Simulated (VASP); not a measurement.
These are PBE GGA, VASP's PBE PAW potentials (set 64) (plane waves; VASP) values and carry that method's errors.

Input for VASP

### INCAR
```
# general
SYSTEM  = CdSe
PREC    = Accurate
ENCUT   = 400
LREAL   = F
LASPH   = T

# electronic loop
EDIFF   = 1E-6
NELM    = 100
ALGO    = Normal
LMAXMIX = 4

# smearing
ISMEAR  = 0
SIGMA   = 0.05

# functional
GGA     = PE

# ions
ISIF    = 2

# output
LWAVE   = F
LCHARG  = F
```

**KPOINTS**
```
kpoints
0
Gamma
 6 6 3
```

POSCAR:
```
CdSe
1
    2.1500000000    -3.7239090000     0.0000000000
    2.1500000000     3.7239090000     0.0000000000
    0.0000000000     0.0000000000     7.0100000000
Cd Se
2 2
Direct
  0.6666670000   0.3333330000   0.5000000000
  0.3333330000   0.6666670000   0.0000000000
  0.6666670000   0.3333330000   0.8760000000
  0.3333330000   0.6666670000   0.3760000000
```

POTCAR, in this order: Cd Se (PBE.64 set). Program: vasp_std.

What will the output report for the number of irreducible k-points (NKPTS), number of bands (NBANDS), largest plane-wave count, number of space-group operations, FFT grid (NGX, NGY, NGZ)?

```
Quantity                                       Value
--------------------------------------  ------------
number of irreducible k-points (NKPTS)            14
number of bands (NBANDS)                          22
largest plane-wave count                        2055
number of space-group operations                  12
FFT grid (NGX, NGY, NGZ)                28 × 28 × 48
```

The compound is CdSe in the wurtzite structure. The cell was not relaxed at this level.
